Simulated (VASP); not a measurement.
# How precision settings and PAW data sets change a VASP run on Mn3ZnN

A convergence test on Mn3ZnN: the precision settings and PAW data sets. The series runs use r2SCAN. The precision settings tried: PREC = Low; PREC = Medium; PREC = Normal; PREC = Single; PREC = Accurate; LREAL = Auto; ADDGRID = .TRUE.; LASPH = .FALSE.. The PAW data sets tried: minimal 64: Mn Zn N; recommended 64: Mn_pv Zn N; recommended 54: Mn_pv Zn N; semicore 64: Mn_sv Zn N; gw 64: Mn_sv_GW Zn_sv_GW N_GW; hard 64: Mn_pv Zn N_h; soft 64: Mn_pv Zn N_s. The start is a cell from a database of measured crystal structures.

Program: VASP 6.6.1. Level of theory: r2SCAN, spin-polarised from a ferromagnetic start; plane waves and PAW (Mn_pv, Zn, N), in the first sound run; inputs show where later runs differ. Results are calculated unless marked as measured.

### 1. Set-up

Symmetry: Pm-3m, No. 221, cubic system. Conventional cell: a = 3.902 Å, b = 3.902 Å, c = 3.902 Å, α = 90.00°, β = 90.00°, γ = 90.00°. Mn has 2 N at 1.95 Å nearest. Nearest to Zn lie 12 Mn at 2.76 Å. Nearest to N lie 6 Mn at 1.95 Å. Farther neighbours and most contacts between anions are not listed.

As a file:

```xyz
5
Lattice="3.9020 0.0000 0.0000 0.0000 3.9020 0.0000 0.0000 0.0000 3.9020" Properties=species:S:1:pos:R:3 pbc="T T T"
Mn    0.0000    1.9510    1.9510
Mn    1.9510    0.0000    1.9510
Mn    1.9510    1.9510    0.0000
Zn    0.0000    0.0000    0.0000
N     1.9510    1.9510    1.9510
```

### 2. Precision settings: PREC = Low

PREC sets the FFT grids, and LREAL, ADDGRID and LASPH trade speed for accuracy. r2SCAN adds the kinetic-energy density, costs more than a GGA and is run with LASPH.

The input, INCAR:

```
SYSTEM = Mn3ZnN
PREC = Low
ENCUT = 520
EDIFF = 1E-06
NELM = 100
ISMEAR = -1
SIGMA = 0.05
LREAL = .FALSE.
ALGO = Normal
METAGGA = R2SCAN
LASPH = .TRUE.
NBANDS = 44
ISPIN = 2
MAGMOM = 4 4 4 0 0
LMAXMIX = 4
LORBIT = 11
LWAVE = .FALSE.
LCHARG = .FALSE.
KPAR = 4
ISIF = 2
```

The input, POSCAR:

```
Mn3ZnN
1.0
    3.9020000000      0.0000000000      0.0000000000
    0.0000000000      3.9020000000      0.0000000000
    0.0000000000      0.0000000000      3.9020000000
Mn Zn N
3 1 1
Direct
    0.0000000000      0.5000000000      0.5000000000
    0.5000000000      0.0000000000      0.5000000000
    0.5000000000      0.5000000000      0.0000000000
    0.0000000000      0.0000000000      0.0000000000
    0.5000000000      0.5000000000      0.5000000000
```

The input, KPOINTS:

```
Automatic mesh
0
Gamma
6 6 6
0 0 0
```

The projector-augmented-wave data sets are Mn_pv, Zn and N (PBE family, release 64).

Command:

```console
$ mpirun -np 4 vasp_std
```

The log of the run:

```text
[banner, memory and clock lines left out]
running    4 mpi-ranks, on    1 nodes
 distrk:  each k-point on    1 cores,    4 groups
 distr:  one band on    1 cores,    1 groups

 POSCAR found type information on POSCAR MnZnN
 POSCAR found :  3 types and       5 ions
|                                                                             |
|               ----> ADVICE to this user running VASP <----                  |
|                                                                             |
|     You enforced a specific xc type in the INCAR file but a different       |
|     [... a line on the potential file left out ...]
|     I HOPE YOU KNOW WHAT YOU ARE DOING!                                     |
|                                                                             |

 LDA part: xc-table for (None), standard interpolation
 POSCAR, INCAR and KPOINTS ok, starting setup
 FFT: planning ... GRIDC
 FFT: planning ... GRID_SOFT
 FFT: planning ... GRID
 WAVECAR not read
 entering main loop
       N       E                     dE             d eps       ncg     rms          rms(c)
DAV:   1     0.629270366357E+03    0.62927E+03   -0.30944E+04  3624   0.187E+03
DAV:   2    -0.146651288854E+02   -0.64394E+03   -0.60301E+03  3524   0.502E+02
DAV:   3    -0.772713406134E+02   -0.62606E+02   -0.60022E+02  3732   0.165E+02
DAV:   4    -0.789805891903E+02   -0.17092E+01   -0.17024E+01  3816   0.275E+01
DAV:   5    -0.789999796015E+02   -0.19390E-01   -0.19389E-01  3748   0.304E+00    0.300E+01
DAV:   6    -0.643230103960E+02    0.14677E+02   -0.30415E+01  4004   0.570E+01    0.186E+01
DAV:   7    -0.642498532617E+02    0.73157E-01   -0.47713E+00  3700   0.227E+01    0.117E+01
DAV:   8    -0.643259750813E+02   -0.76122E-01   -0.40196E-01  3852   0.524E+00    0.652E+00
DAV:   9    -0.643221836430E+02    0.37914E-02   -0.85587E-02  3728   0.225E+00    0.793E-01
DAV:  10    -0.643291764334E+02   -0.69928E-02   -0.21370E-02  3988   0.154E+00    0.284E-01
DAV:  11    -0.643300430710E+02   -0.86664E-03   -0.32633E-03  3768   0.415E-01    0.138E-01
DAV:  12    -0.643300330396E+02    0.10031E-04   -0.36514E-04  3868   0.117E-01    0.770E-02
DAV:  13    -0.643299761672E+02    0.56872E-04   -0.79505E-05  3720   0.571E-02    0.403E-02
DAV:  14    -0.643299602607E+02    0.15906E-04   -0.13340E-05  3408   0.244E-02    0.198E-02
DAV:  15    -0.643299695582E+02   -0.92975E-05   -0.45906E-06  3368   0.172E-02    0.267E-03
DAV:  16    -0.643299691340E+02    0.42425E-06   -0.38492E-07  1944   0.463E-03
   1 F= -.64329969E+02 E0= -.64319907E+02  d E =-.201247E-01  mag=    10.0085
```

Elapsed: 37 s, on 4 MPI ranks of AMD EPYC 9R45, shared host; peak memory 0.65 GiB.

The logs omit lines about the potential files and the build; timing stands in the text.

Parts of OUTCAR (step 2):

```text
ion  position               nearest neighbor table
   1  0.000  0.500  0.500-   5 1.95   5 1.95   4 2.76   2 2.76   3 2.76   4 2.76   2 2.76   4 2.76
                             4 2.76   2 2.76   3 2.76   3 2.76   3 2.76   2 2.76
   2  0.500  0.000  0.500-   5 1.95   5 1.95   4 2.76   1 2.76   3 2.76   4 2.76   1 2.76   3 2.76
                             3 2.76   3 2.76   1 2.76   4 2.76   4 2.76   1 2.76
   3  0.500  0.500  0.000-   5 1.95   5 1.95   4 2.76   1 2.76   1 2.76   2 2.76   2 2.76   2 2.76
                             4 2.76   2 2.76   1 2.76   4 2.76   1 2.76   4 2.76
   4  0.000  0.000  0.000-   1 2.76   2 2.76   3 2.76   1 2.76   2 2.76   1 2.76   3 2.76   1 2.76
                             2 2.76   3 2.76   2 2.76   3 2.76
   5  0.500  0.500  0.500-   1 1.95   2 1.95   3 1.95   3 1.95   2 1.95   1 1.95

  LATTYP: Found a simple cubic cell.
 ALAT       =     3.9020000000

 Subroutine GETGRP returns: Found 48 space group operations
 (whereof 48 operations were pure point group operations)

The static configuration has the point symmetry O_h .

 Found     20 irreducible k-points:

   k-points           NKPTS =     20   k-points in BZ     NKDIM =     20   number of bands    NBANDS=     44

   dimension x,y,z NGX =    24 NGY =   24 NGZ =   24
   dimension x,y,z NGXF=    24 NGYF=   24 NGZF=   24

   ENCUT  =  520.0 eV  38.22 Ry    6.18 a.u.   7.26  7.26  7.26*2*pi/ulx,y,z

   NELECT =      56.0000    total number of electrons

 k-points in reciprocal lattice and weights: Automatic mesh
   0.00000000  0.00000000  0.00000000       0.005
   0.16666667  0.00000000  0.00000000       0.028
   0.33333333  0.00000000  0.00000000       0.028
   0.50000000  0.00000000  0.00000000       0.014
   0.16666667  0.16666667  0.00000000       0.056
   0.33333333  0.16666667  0.00000000       0.111
   0.50000000  0.16666667  0.00000000       0.056
   0.33333333  0.33333333  0.00000000       0.056
   0.50000000  0.33333333  0.00000000       0.056
[...]
0.50000000  0.50000000  0.33333333       0.028
   0.50000000  0.50000000  0.50000000       0.005

 average (electrostatic) potential at core
       1 -72.4222       2 -72.4222       3 -72.4222       4 -37.4400       5 -65.2361

 E-fermi :   7.7970

 spin component 1
 k-point     1 :       0.0000    0.0000    0.0000
  band No.  band energies     occupation
    ...
     29       5.6353      1.00000
     30       6.0764      1.00000
     31       6.1244      1.00000
     32       6.1245      1.00000
     33       6.1245      1.00000
     34       9.0446      0.00000
     35      10.7143      0.00000
     36      10.7143      0.00000
     37      10.7143      0.00000
     38      13.7525      0.00000
    ...

 k-point     2 :       0.1667    0.0000    0.0000
  band No.  band energies     occupation
    ...
     29       5.6890      1.00000
     30       5.9587      1.00000
     31       6.1247      1.00000
     32       6.1799      1.00000
     33       6.1799      1.00000
     34       9.2206      0.00000
     35       9.9336      0.00000
     36      11.0847      0.00000
     37      11.0847      0.00000
     38      13.8366      0.00000
    ...

 k-point     3 :       0.3333    0.0000    0.0000
  band No.  band energies     occupation
    ...
     29       5.5729      1.00000
     30       5.7001      1.00000
     31       6.1252      1.00000
     32       6.3256      1.00000
     33       6.3257      1.00000
     34       9.3557      0.00000
     35       9.6525      0.00000
     36      11.9422      0.00000
     37      11.9422      0.00000
     38      14.1158      0.00000
    ...

 k-point     4 :       0.5000    0.0000    0.0000
  band No.  band energies     occupation
    ...
     29       5.3508      1.00000
     30       5.6665      1.00000
     31       6.1255      1.00000
     32       6.4168      1.00000
     33       6.4168      1.00000
     34       9.2540      0.00000
     35       9.8328      0.00000
     36      12.5108      0.00000
     37      12.5108      0.00000
     38      14.4365      0.00000
    ...

 k-point     5 :       0.1667    0.1667    0.0000
  band No.  band energies     occupation
    ...
     29       5.7874      1.00000
     30       5.8497      1.00000
     31       5.9741      1.00000
     32       6.3807      1.00000
     33       6.5365      1.00000
     34       9.2123      0.00000
     35      10.0551      0.00000
     36      10.5528      0.00000
     37      11.4372      0.00000
     38      14.4997      0.00000
    ...

 k-point     6 :       0.3333    0.1667    0.0000
  band No.  band energies     occupation
    ...
     29       5.4949      1.00000
     30       5.7642      1.00000
     31       5.8561      1.00000
     32       6.6168      1.00000
     33       6.6677      1.00000
     34       9.1904      0.00000
     35       9.8379      0.00000
     36      11.1891      0.00000
     37      12.2783      0.00000
     38      14.5856      0.00000
    ...

  Total        2.4738956      2.4738956      2.4738956     -0.0000000     -0.0000000      0.0000000
  in kB       66.7160227     66.7160227     66.7160227     -0.0000000     -0.0000000      0.0000000
  external PRESSURE =      66.7160227 kB  Pullay stress =       0.0000000 kB

  energy-cutoff  :      520.00
  volume of cell :       59.41
      direct lattice vectors                 reciprocal lattice vectors
     3.902000000  0.000000000  0.000000000     0.256278831  0.000000000  0.000000000
     0.000000000  3.902000000  0.000000000     0.000000000  0.256278831  0.000000000
     0.000000000  0.000000000  3.902000000     0.000000000  0.000000000  0.256278831

 POSITION                                       TOTAL-FORCE (eV/Angst)
 -----------------------------------------------------------------------------------
      0.00000      1.95100      1.95100         0.000000      0.000000      0.000000
      1.95100      0.00000      1.95100         0.000000      0.000000      0.000000
      1.95100      1.95100      0.00000         0.000000      0.000000      0.000000
      0.00000      0.00000      0.00000         0.000000      0.000000      0.000000
      1.95100      1.95100      1.95100         0.000000      0.000000      0.000000
 -----------------------------------------------------------------------------------
    total drift:                                0.000000     -0.000000      0.000000

  FREE ENERGIE OF THE ION-ELECTRON SYSTEM (eV)
  ---------------------------------------------------
  free  energy   TOTEN  =       -64.3299691340 eV

  energy  without entropy=      -64.3098444296  energy(sigma->0) =      -64.31990678

 total charge
# of ion       s       p       d       tot
------------------------------------------
    1        0.320   6.314   5.087  11.722
    2        0.320   6.314   5.087  11.722
    3        0.320   6.314   5.087  11.722
    4        0.585   0.574   9.711  10.870
    5        1.251   2.585   0.000   3.836
--------------------------------------------------
tot          2.798  22.102  24.972  49.872

 magnetization (x)
# of ion       s       p       d       tot
------------------------------------------
    1        0.018   0.019   3.370   3.407
    2        0.018   0.019   3.370   3.407
    3        0.018   0.019   3.370   3.407
    4       -0.072  -0.155   0.045  -0.182
    5       -0.013  -0.041   0.000  -0.054
--------------------------------------------------
tot         -0.032  -0.139  10.156   9.985

[... 6 further parts left out ...]
```

The magnetic state follows from one typed start and may not be the lowest. The k-mesh is coarse for a metal. The PAW data sets were made with PBE, which is usual practice but a small mismatch for other functionals.

Numbers from this step:

* SCF cycles: 16
* electrons: 56
* bands: 44
* irreducible k-points: 20
* symmetry operations: 48
* free energy (TOTEN): -64.3300 eV
* energy at zero smearing: -64.3199 eV
* Fermi energy: 7.797 eV
* pressure: 6.672 GPa
* moment of the cell, from the last line of the log: 10.01 μB
* metallic: yes

Spin moment in the PAW sphere by atom:

| atom | spin moment in the PAW sphere (μB) |
| --- | --- |
| Mn1 | 3.41 |
| Mn2 | 3.41 |
| Mn3 | 3.41 |
| Zn4 | -0.18 |
| N5 | -0.05 |

The series starts at -12.8640 eV an atom and 6.67 GPa, after 16 cycles in 37 s.

### 3. Precision settings: PREC = Medium

Changes to INCAR since step 2:

```diff
@@ -1,3 +1,3 @@
 SYSTEM = Mn3ZnN
-PREC = Low
+PREC = Medium
 ENCUT = 520
```

POSCAR is that of step 2.

KPOINTS is that of step 2.

Command:

```console
$ mpirun -np 4 vasp_std
```

The log of the run:

```text
[banner, memory and clock lines left out]
running    4 mpi-ranks, on    1 nodes
[...]
[... a notice as in an earlier step ...]

 LDA part: xc-table for (None), standard interpolation
 POSCAR, INCAR and KPOINTS ok, starting setup
[...]
entering main loop
       N       E                     dE             d eps       ncg     rms          rms(c)
DAV:   1     0.629289028671E+03    0.62929E+03   -0.30944E+04  3624   0.187E+03
DAV:   2    -0.146407288657E+02   -0.64393E+03   -0.60301E+03  3524   0.502E+02
DAV:   3    -0.772460922590E+02   -0.62605E+02   -0.60021E+02  3732   0.165E+02
DAV:   4    -0.789552917467E+02   -0.17092E+01   -0.17024E+01  3816   0.275E+01
[...]
DAV:  15    -0.642556406948E+02   -0.10236E-04   -0.44120E-06  3356   0.162E-02    0.245E-03
DAV:  16    -0.642556396544E+02    0.10404E-05   -0.33307E-07  1948   0.435E-03    0.149E-03
DAV:  17    -0.642556390193E+02    0.63503E-06   -0.45216E-08  1912   0.178E-03
   1 F= -.64255639E+02 E0= -.64245652E+02  d E =-.199746E-01  mag=    10.0212
```

Run time: 40 s. Hardware: 4 MPI ranks; peak memory 0.7 GiB.

OUTCAR, selected parts (step 3):

```text
  Total        2.3321166      2.3321166      2.3321166      0.0000000      0.0000000      0.0000000
  in kB       62.8925262     62.8925262     62.8925262      0.0000000      0.0000000      0.0000000
  external PRESSURE =      62.8925262 kB  Pullay stress =       0.0000000 kB

  FREE ENERGIE OF THE ION-ELECTRON SYSTEM (eV)
  ---------------------------------------------------
  free  energy   TOTEN  =       -64.2556390193 eV

  energy  without entropy=      -64.2356644095  energy(sigma->0) =      -64.24565171

 magnetization (x)
# of ion       s       p       d       tot
------------------------------------------
    1        0.018   0.019   3.372   3.408
    2        0.018   0.019   3.372   3.408
    3        0.018   0.019   3.372   3.408
    4       -0.072  -0.155   0.045  -0.182
    5       -0.012  -0.035   0.000  -0.047
--------------------------------------------------
tot         -0.031  -0.134  10.161   9.996

[... 3 parts as in an earlier step ...]

[... 1 further part left out ...]
[key lines of the parts left out:]
E-fermi :   7.7900
```

Against the first of the series the energy moves by +14.85 meV an atom and the pressure by -0.38 GPa, after 17 cycles in 40 s.

### 4. Precision settings: PREC = Normal

Changes to INCAR since step 3:

```diff
@@ -1,3 +1,3 @@
 SYSTEM = Mn3ZnN
-PREC = Medium
+PREC = Normal
 ENCUT = 520
```

POSCAR is that of step 3.

KPOINTS is that of step 3.

Command:

```console
$ mpirun -np 4 vasp_std
```

The log of the run:

```text
[... set-up lines as in an earlier step ...]
 entering main loop
       N       E                     dE             d eps       ncg     rms          rms(c)
DAV:   1     0.629298338035E+03    0.62930E+03   -0.30944E+04  3624   0.187E+03
DAV:   2    -0.146301725065E+02   -0.64393E+03   -0.60301E+03  3524   0.502E+02
DAV:   3    -0.772349976139E+02   -0.62605E+02   -0.60020E+02  3732   0.165E+02
DAV:   4    -0.789441394572E+02   -0.17091E+01   -0.17023E+01  3816   0.275E+01
[...]
DAV:  15    -0.642718321219E+02   -0.10485E-04   -0.42393E-06  3360   0.161E-02    0.251E-03
DAV:  16    -0.642718309132E+02    0.12088E-05   -0.32958E-07  1948   0.432E-03    0.147E-03
DAV:  17    -0.642718304250E+02    0.48819E-06   -0.43236E-08  1904   0.175E-03
   1 F= -.64271830E+02 E0= -.64261807E+02  d E =-.200463E-01  mag=    10.0187
```

Run time: 41 s. Hardware: 4 MPI ranks; peak memory 0.77 GiB; 2.7 min of CPU time.

Parts of OUTCAR (step 4):

```text
  Total        2.4677960      2.4677960      2.4677960     -0.0000000      0.0000000     -0.0000000
  in kB       66.5515292     66.5515292     66.5515292     -0.0000000      0.0000000     -0.0000000
  external PRESSURE =      66.5515292 kB  Pullay stress =       0.0000000 kB

 POSITION                                       TOTAL-FORCE (eV/Angst)
 -----------------------------------------------------------------------------------
      0.00000      1.95100      1.95100         0.000000      0.000000      0.000000
      1.95100      0.00000      1.95100         0.000000      0.000000      0.000000
      1.95100      1.95100      0.00000         0.000000      0.000000      0.000000
      0.00000      0.00000      0.00000         0.000000      0.000000      0.000000
      1.95100      1.95100      1.95100         0.000000      0.000000      0.000000
 -----------------------------------------------------------------------------------
    total drift:                                0.000000     -0.000000     -0.000000

  FREE ENERGIE OF THE ION-ELECTRON SYSTEM (eV)
  ---------------------------------------------------
  free  energy   TOTEN  =       -64.2718304250 eV

  energy  without entropy=      -64.2517841218  energy(sigma->0) =      -64.26180727

 magnetization (x)
# of ion       s       p       d       tot
------------------------------------------
    1        0.018   0.019   3.372   3.409
    2        0.018   0.019   3.372   3.409
    3        0.018   0.019   3.372   3.409
    4       -0.072  -0.155   0.045  -0.182
    5       -0.012  -0.037   0.000  -0.049
--------------------------------------------------
tot         -0.031  -0.136  10.161   9.995

[... 2 parts as in an earlier step ...]

[... 1 further part left out ...]
[key lines of the parts left out:]
E-fermi :   7.7876
```

Against the first of the series the energy moves by +11.62 meV an atom and the pressure by -0.02 GPa, after 17 cycles in 41 s.

(Continued in part 2 of 3.)

[Lines on the potential files, build, host, timing and source positions are cut from VASP's logs without a mark.]

[Logs are printed without paths, hosts, clocks, repeated set-up lines and the standing remarks that a program may print on its own settings, such as how far it seeks lower states.]

[Hosts, paths, dates, database ids (printed as entryN), source tags and the programs' standing remarks are cut or masked in the printed files.]

[A measured line is paired with the nearest computed mode of its activity, which favours agreement.]
